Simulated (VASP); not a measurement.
La:

```xyz
4
Lattice="3.7700 0.0000 0.0000 -1.8850 3.2649 0.0000 0.0000 0.0000 12.1590" Properties=species:S:1:pos:R:3 pbc="T T T"
La    0.0000    0.0000    0.0000
La    0.0000    0.0000    6.0795
La    0.0000    2.1766    9.1193
La    1.8850    1.0883    3.0398
```

```yaml
Program: VASP 6.6.1
Task: relaxation of cell and atoms
Functional: LDA
Potentials_or_basis: VASP PAW LDA potentials, release 64 (La)
Cutoff: 600 eV
k_mesh: 12 × 12 × 3
Occupations: methfessel-paxton, width 0.1 eV
Spin: no spin polarisation
```

At the start: pressure -3.6 GPa; volume 37.42 Å³/atom.

Q: Where does the relaxation end?

A: Over 6 steps the energy falls by 64.0 meV/atom and the volume is 32.32 Å³/atom (-13.6 %); space group P6_3/mmc (No. 194, to 0.05 Å).

The path:
| step | energy change (eV) | largest force (eV/Å) | pressure (GPa) | volume (Å³) |
| --- | --- | --- | --- | --- |
| 1 | 0.0000 | 0.0000 | -3.65 | 149.66 |
| 2 | -0.2501 | 0.0000 | -0.68 | 131.96 |
| 3 | -0.2561 | 0.0000 | 0.02 | 128.96 |
| 4 | -0.2560 | 0.0000 | -0.14 | 129.35 |
| 5 | -0.2560 | 0.0000 | -0.08 | 129.34 |
| 6 | -0.2561 | 0.0000 | -0.05 | 129.29 |

Final structure:
```yaml
crystal:
  lattice:
    - [3.59446, 0.00000, 0.00000]
    - [-1.79723, 3.11289, 0.00000]
    - [0.00000, 0.00000, 11.55452]
  atoms:
    - { symbol: La, position: [0.00000, 0.00000, 0.00000] }
    - { symbol: La, position: [0.00000, 0.00000, 0.50000] }
    - { symbol: La, position: [0.33333, 0.66667, 0.75000] }
    - { symbol: La, position: [0.66667, 0.33333, 0.25000] }
```

Caveat: the volume moved by -14 % from the deposited cell, more than functionals usually miss.
